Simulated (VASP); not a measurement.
Given:

```yaml
crystal:
  lattice:
    - [1.48144, -4.70647, 0.00000]
    - [1.48144, 4.70647, 0.00000]
    - [0.00000, 0.00000, 3.08114]
  atoms:
    - { symbol: C, position: [0.63450, 0.36550, 0.25000] }
    - { symbol: C, position: [0.36550, 0.63450, 0.75000] }
    - { symbol: Ti, position: [0.86199, 0.13801, 0.25000] }
    - { symbol: Ti, position: [0.13801, 0.86199, 0.75000] }
```

Computed with r2SCAN meta-GGA, VASP's PBE PAW potentials (set 64) (plane waves; VASP). Run with 520 eV cut-off, 12×12×11 Γ-centred mesh, tetrahedra with Blöchl corrections, potentials C Ti_sv.

The cores are frozen, which limits the accuracy of field gradients.

Q: Give the principal components of the electric field gradient (V/Å²) and the asymmetry η at each nucleus.

A: 
```json
[
 {"atom": "C1", "Vxx": "-10.5", "Vyy": "-7.7", "Vzz": "18.2", "η": "0.15"},
 {"atom": "C2", "Vxx": "-10.5", "Vyy": "-7.7", "Vzz": "18.2", "η": "0.15"},
 {"atom": "Ti3", "Vxx": "-47.3", "Vyy": "-44.1", "Vzz": "91.5", "η": "0.04"},
 {"atom": "Ti4", "Vxx": "-47.3", "Vyy": "-44.1", "Vzz": "91.5", "η": "0.04"}
]
```

The structure was generated: TiC was put into the CrB type (Cmcm), which need not be its known phase. It was relaxed first.
